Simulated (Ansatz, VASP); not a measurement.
# CsAgMoO4 in two plane-wave programs, part 2 of 2

Aim: how closely do two programs agree when they are given the same cell, functional and k mesh? The cell is generated by rule, not measured, and may not be a known phase. The cell is taken from a series of runs on this material, whose earlier steps may have relaxed, scaled, displaced or heated it; both programs get it as it stands.

VASP 6.6.1 and Ansatz 0.2.0.

So far: The starting structure; VASP: zone-centre phonons, PBE with D4.

The structure was built from a prototype and need not be the compound's stable phase.

### 3. Ansatz: zone-centre phonons, PBE with D4

Level of this step: Ansatz beside VASP: Kohn-Sham DFT, plane waves, PBE with D4 (Ansatz).

Ansatz runs on its default PAW (the set named soft_2) files.

The same cell, functional and mesh now go to Ansatz, which takes its cutoff from its data sets.

Input file input.yaml:

```yaml
crystal:
  lattice:
    - [0.0, 4.6134148383, 4.6134148383]
    - [4.6134148383, 0.0, 4.6134148383]
    - [4.6134148383, 4.6134148383, 0.0]
  atoms:
    - { symbol: Cs, position: [0.75, 0.75, 0.75] }
    - { symbol: Ag, position: [0.5, 0.5, 0.5] }
    - { symbol: Mo, position: [0.25, 0.25, 0.25] }
    - { symbol: O, position: [0.9169708176, 0.3610097275, 0.3610097275] }
    - { symbol: O, position: [0.3610097275, 0.3610097275, 0.9169708176] }
    - { symbol: O, position: [0.3610097275, 0.9169708176, 0.3610097275] }
    - { symbol: O, position: [0.3610097275, 0.3610097275, 0.3610097275] }
kpoints:
  mp_grid: { grid: [4, 4, 4] }
hamiltonian:
  xc: pbe
  dispersion: d4
scf:
  occupations: { method: fixed }
output:
  eigenvalues: true
phonons:
  method: dfpt
  dielectric: true
  rigid_motions: translations
```

Started as:

```sh
$ ansatz run input.yaml --threads 8 --pin off --max-ram 14336MiB --backend cpu --events-out ev --progress --plain --runs-dir out
```

Numbers of over 12 decimals in the logs are rounded to 6 here.

The program printed:

```text
Engine: ansatz 0.2.0, aarch64-unknown-linux-gnu
Pseudopotentials: kind: paw
Pseudopotential: Cs, paw, valence charge 9, recommended cutoff 420 eV (normal), Cs.paw.azcp
Pseudopotential: Ag, paw, valence charge 19, recommended cutoff 420 eV (normal), Ag.paw.azcp
Pseudopotential: Mo, paw, valence charge 14, recommended cutoff 420 eV (normal), Mo.paw.azcp
Pseudopotential: O, paw, valence charge 6, recommended cutoff 420 eV (normal), O.paw.azcp
Functional definition: PBE
  parameter kappa = 0.804
  parameter beta = 0.066725
  exchange = pbe_x(kappa = kappa, mu = beta*pi^2/3)
  correlation = pbe_c(beta = beta)
Crystal: 7 atoms, lattice volume = 196.380 Å³
Basis set: ecut = 420 eV, 3839 PW (Γ), exchange–correlation on 90×90×90 points (8 copies of the dense FFT grid, shifted against one another)
Bands: 40, of which v1, the nominal top of the filled ones, is band 33 counted from 1 (32 counted from 0)
Symmetry: 24 space group operations
k-points: 24 of 64 (irreducible under 2 space group operations, time reversal used)
Non-local potential: Cs, projectors of the file, l = 0: 3, l = 1: 2, l = 2: 2, l = 3: 2
Non-local potential: Ag, projectors of the file, l = 0: 3, l = 1: 2, l = 2: 2, l = 3: 1
Non-local potential: Mo, projectors of the file, l = 0: 3, l = 1: 2, l = 2: 2, l = 3: 1
Non-local potential: O, projectors of the file, l = 0: 2, l = 1: 2, l = 2: 1
PAW form: soft (Blöchl's): semilocal exchange-correlation on the pseudo side does not see the compensation charge
PAW one-centre angular grid: Cs, 194 points (default); XC on 64 Gauss nodes
PAW one-centre angular grid: Ag, 590 points (default); XC on 64 Gauss nodes
PAW one-centre angular grid: Mo, 590 points (default); XC on 64 Gauss nodes
PAW one-centre angular grid: O, 110 points (default); XC on 64 Gauss nodes
Initial density: superposition of atomic densities (neutral atoms: chi_scale 0, normalization atom), corrected by the library's trained network
Initial wavefunctions: pseudopotential atomic-orbital guess
Functional: x = pbe(κ = 0.804, μ = 0.219515), c = pbe(β = 0.066725)
SCF iter   1: F=—  HF=-20489.582561 eV  |F-HF|=—  |Δ(HF+E_count)|=         —  Δρ=3.32e-3  dr2=3.93e-2  ethr=1.77e-3  ⟨swp⟩=4.9  Hψ=3461  notcnv=0  defer=114
preconditioner: auto → Resta (q_TF=auto, 2.275 Å⁻¹)  ε∞=4.1  [insulator: Δε(μ)=2.823 eV  Ē_g=10.652 eV  n_scr=50 (ndim 8)  ℏωp=18.7 eV  f_vac=0.315  ε∞_Penn≈4.1]
SCF iter   2: F=—  HF=-20489.575258 eV  |F-HF|=—  |Δ(HF+E_count)|=   7.30e-3  Δρ=1.63e-3  dr2=4.44e-3  ethr=5.95e-5  ⟨swp⟩=2.5  Hψ=1748  notcnv=0  defer=116
SCF iter   3: F=—  HF=-20489.574614 eV  |F-HF|=—  |Δ(HF+E_count)|=   6.44e-4  Δρ=8.30e-4  dr2=1.78e-3  ethr=6.73e-6  ⟨swp⟩=2.0  Hψ=1690  notcnv=0  defer=116
SCF iter   4: F=—  HF=-20489.574488 eV  |F-HF|=—  |Δ(HF+E_count)|=   1.26e-4  Δρ=4.88e-4  dr2=6.53e-4  ethr=2.69e-6  ⟨swp⟩=2.0  Hψ=1354  notcnv=0  defer=116
SCF iter   5: F=—  HF=-20489.574385 eV  |F-HF|=—  |Δ(HF+E_count)|=   1.03e-4  Δρ=1.45e-4  dr2=5.53e-5  ethr=9.89e-7  ⟨swp⟩=2.0  Hψ=1354  notcnv=0  defer=116
SCF iter   6: F=—  HF=-20489.574390 eV  |F-HF|=—  |Δ(HF+E_count)|=   4.81e-6  Δρ=5.31e-5  dr2=7.73e-6  ethr=8.37e-8  ⟨swp⟩=2.0  Hψ=1376  notcnv=0  defer=98
SCF iter   7: F=—  HF=-20489.574385 eV  |F-HF|=—  |Δ(HF+E_count)|=   4.89e-6  Δρ=1.30e-5  dr2=5.35e-7  ethr=1.17e-8  ⟨swp⟩=2.0  Hψ=1380  notcnv=0  defer=94
SCF iter   8: F=—  HF=-20489.574515 eV  |F-HF|=—  |Δ(HF+E_count)|=   1.30e-4  Δρ=2.97e-6  dr2=3.09e-8  ethr=8.11e-10  ⟨swp⟩=2.0  Hψ=1424  notcnv=0  defer=66
SCF iter   9: F=—  HF=-20489.574515 eV  |F-HF|=—  |Δ(HF+E_count)|=   1.12e-8  Δρ=7.14e-7  dr2=2.15e-9  ethr=4.68e-11  ⟨swp⟩=2.1  Hψ=1401  notcnv=0  defer=66
SCF iter  10: F=—  HF=-20489.574515 eV  |F-HF|=—  |Δ(HF+E_count)|=   8.86e-9  Δρ=2.33e-7  dr2=1.88e-10  ethr=3.26e-12  ⟨swp⟩=2.0  Hψ=1374  notcnv=0  defer=66
SCF iter  11: F=-20489.574515 eV  HF=-20489.574515 eV  |F-HF|=5.82e-11  |Δ(HF+E_count)|=   1.14e-9  Δρ=9.33e-8  dr2=1.92e-11  ethr=1.00e-12  ⟨swp⟩=13.5  Hψ=5734  notcnv=0
SCF 1 converged in 11 iterations: F = -20489.574515 eV  dr2 = 1.92e-11
  greatest PAW one-centre occupation: 1.000 electrons in one spin orbital (limit 2), on the Ag atom at site 1 (counted from 0), in its partial waves of l = 0
NSCF: frozen V_eff on 1 k-points
DFPT response loops at Γ: preconditioner auto → none (the input reference at scf.mixing.eps_inf says where Resta's filter doesn't serve); β = 0.50; Broyden in place of MSR1
SCF converged after 11 iterations
Free energy (F): -20489.574515 eV
Harris-Foulkes:  -20489.574515 eV  (|F-HF|=5.82e-11)
Internal energy: -20489.574515 eV  (E = F + TS)
E sigma→0 (E₀):  -20489.574515 eV
Fermi energy:    2.689857 eV
--- Per-component energies (eV) ---
  E_band       = -950.751060
  E_kinetic    = 1804.205173
  E_local      = -9703.625800  (includes V_loc(G=0)·N_el)
  E_nonlocal   = 446.753545
  E_hartree    = 4091.410818
  E_xc         = -833.062925
  E_vxc        = -959.993614  (∫ρ·V_xc dr)
  E_paw        = -12803.320184  (= ΣΔE_a)
  E_vpaw       = -720.922063  (= ΣTr[D̂ρ^β])
  E_aug_tail   = 0.010187  (compensation charges beyond the density's cutoff)
  E_ewald      = -3490.992158
  E_disp       = -0.953169  (pairwise vdW)
  E_smearing   = -0.000000  (= −TS)
  E_closure    = 0.000000  (closes the sum)
  Σ components = -20489.574515   (vs F -20489.574515, Δ=0.00e0)
--- Band table (eV; the first three rows and the last of 24) ---
  k-point 0: bands = [... 29 lower, 1.5002, 1.9503, 1.9503, 1.9503, 5.5942, 6.5272, 6.5272, 8.3473, ... 3 higher]
  k-point 1: bands = [... 29 lower, 1.6698, 2.2888, 2.2888, 2.3279, 6.0004, 6.5043, 6.5043, 7.6991, ... 3 higher]
  k-point 2: bands = [... 29 lower, 1.6889, 2.5490, 2.5490, 2.6859, 6.4829, 6.4829, 6.4979, 7.3763, ... 3 higher]
  k-point 23: bands = [... 29 lower, 1.6889, 2.5490, 2.5490, 2.6859, 6.4829, 6.4829, 6.4979, 7.3763, ... 3 higher]
--- Phonons (Γ-DFPT): 4 representative perturbations + reference, on 24 of 64 k-points (Σ response iterations 15) ---
  k mesh reduced under 2 symmetry operations, with k and −k counted as one. Each operation leaves every solved perturbation unchanged. A smaller set is not considered because the run solves the response to a homogeneous field
  ASR residual: 1.000e-4 → 0.000e0 eV/Å²; symmetrization residual: 5.132e-6 eV/Å²
  pairwise dispersion correction: d4 (s6 = 1.0, s8 = 0.95948085, s9 = 1.0, a1 = 0.38574991, a2_bohr = 4.80688534), with the weights of each atom's references fixed at the reference crystal's, and the forces and stress that the weights' published response gives there kept as a pressure on the atom's counted neighbours (hamiltonian.dispersion)
  ASR residual per site (eV/Å²): 6.19e-6 1.00e-4 3.46e-5 7.67e-5 7.67e-5 7.67e-5 7.67e-5
  Γ frequencies (cm⁻¹): -105.77 -105.77 -105.77 -13.09 -13.09 -13.09 0.00 0.00 0.00 110.92 110.92 110.92 267.63 267.63 309.69 309.69 309.69 834.07 834.07 834.07 908.37
  ε∞ (high-frequency dielectric tensor):
        2.836294     0.000000     0.000000
        0.000000     2.836294     0.000000
        0.000000     0.000000     2.836294
  softest optical mode at Γ: -105.77 cm⁻¹; the repairs (sum rule, projections) moved no ω² at Γ by more than (1.78 cm⁻¹)²
  Born effective charges Z* (e; rows j = field, columns β = displacement):
    site 0:
         1.30148   -0.00000   -0.00000
        -0.00000    1.30148   -0.00000
        -0.00000    0.00000    1.30148
    site 1:
         1.22763   -0.00000   -0.00000
        -0.00000    1.22763   -0.00000
        -0.00000    0.00000    1.22763
    site 2:
         3.54153   -0.00000   -0.00000
        -0.00000    3.54153   -0.00000
        -0.00000   -0.00000    3.54153
    site 3:
        -1.51766    0.96605    0.96605
         0.96605   -1.51766   -0.96605
         0.96605   -0.96605   -1.51766
    site 4:
        -1.51766   -0.96605    0.96605
        -0.96605   -1.51766    0.96605
         0.96605    0.96605   -1.51766
    site 5:
        -1.51766    0.96605   -0.96605
         0.96605   -1.51766    0.96605
        -0.96605    0.96605   -1.51766
    site 6:
        -1.51766   -0.96605   -0.96605
        -0.96605   -1.51766   -0.96605
        -0.96605   -0.96605   -1.51766
  Z* charge neutrality: 6.075e-6 e pre-enforcement
  k-mesh period / interband length: 26.1 Å / 1.21 Å = 21.53 at k = (0.0000, 0.0000, -0.5000), direct gap 3.797 eV — 14 or more, which is no proof of convergence
  optical modes at Γ without the LO–TO term, one row a degenerate level:
      ω (cm⁻¹)  modes    IR ((D/Å)²/amu)
[...]
optical modes at Γ + LO–TO along q̂ = [1.0000, 0.0000, 0.0000]:
      ω (cm⁻¹)  modes    IR ((D/Å)²/amu)
[...]
optical modes at Γ + LO–TO along q̂ = [0.0000, 1.0000, 0.0000]:
      ω (cm⁻¹)  modes    IR ((D/Å)²/amu)
[...]
optical modes at Γ + LO–TO along q̂ = [0.0000, 0.0000, 1.0000]:
      ω (cm⁻¹)  modes    IR ((D/Å)²/amu)
[...]
110.92      2             1.9708
        126.53      1             0.9225
        267.63      2             0.0000
        309.69      2             0.2039
        310.26      1             0.0844
        834.07      2            52.0627
        892.28      1            26.4299
        908.37      1             0.0000
```

Reading the cycles: dr2 is the Hartree energy of the density residual (eV), the measure of convergence; HF is the Harris–Foulkes estimate of the energy, which meets the free energy F at convergence.

### 4. Comparison

Known differences besides the potentials themselves: fixed occupations in Ansatz, narrow Gaussian smearing in VASP; the data sets hold 66 valence electrons in Ansatz (on its default PAW (the set named soft_2) files) and 58 in VASP; the cutoff is 420 eV in Ansatz and 600 eV in VASP; Ansatz takes the dispersion share of the force constants at frozen C6 weights, VASP differentiates the full forces; VASP uses finite displacements, Ansatz perturbation theory. Total energies have different zeros and are not compared.

Compared:

```tsv
quantity	Ansatz	VASP	difference
optical mode 1 to 3 (imaginary, printed as negative) (cm⁻¹)	-105.8	-109.7	+3.9
optical mode 4 to 6 (imaginary, printed as negative) (cm⁻¹)	-13.1	-11.8	-1.3
optical mode 7 to 9 (cm⁻¹)	110.9	111.0	-0.11 %
optical mode 10 to 11 (cm⁻¹)	267.6	266.4	+0.44 %
optical mode 12 to 14 (cm⁻¹)	309.7	308.1	+0.53 %
optical mode 15 to 17 (cm⁻¹)	834.1	835.8	-0.20 %
optical mode 18 (cm⁻¹)	908.4	905.8	+0.28 %
```

Modes are paired by rising frequency, not by their patterns, so a pair may set unlike modes beside each other; they are those without the splitting of longitudinal modes.

### 5. What came out

* r.m.s. difference of the optical zone-centre modes, each program's sorted by frequency (zone-centre phonons, PBE with D4): 2.1 cm⁻¹
* difference in optical mode 12 to 14 (zone-centre phonons, PBE with D4): +0.5 %

What this shows: The r.m.s. difference of the optical zone-centre modes, each program's sorted by frequency is 2.1 cm⁻¹ (zone-centre phonons, PBE with D4). The data sets hold unlike numbers of valence electrons (66 in Ansatz and 58 in VASP), so part of the differences comes from the potentials. Among the rows given in per cent, the largest difference of the zone-centre phonons, PBE with D4 pair is in optical mode 12 to 14, +0.5 %. How closely two codes agree says nothing of how well the functional describes the real material.

[Lines on the potential files, build, host, timing and source positions are cut from VASP's logs without a mark.]

[Logs are printed without paths, hosts, clocks, repeated set-up lines and the standing remarks that a program may print on its own settings, such as how far it seeks lower states.]

[Hosts, paths, dates, database ids (printed as entryN), source tags and the programs' standing remarks are cut or masked in the printed files.]
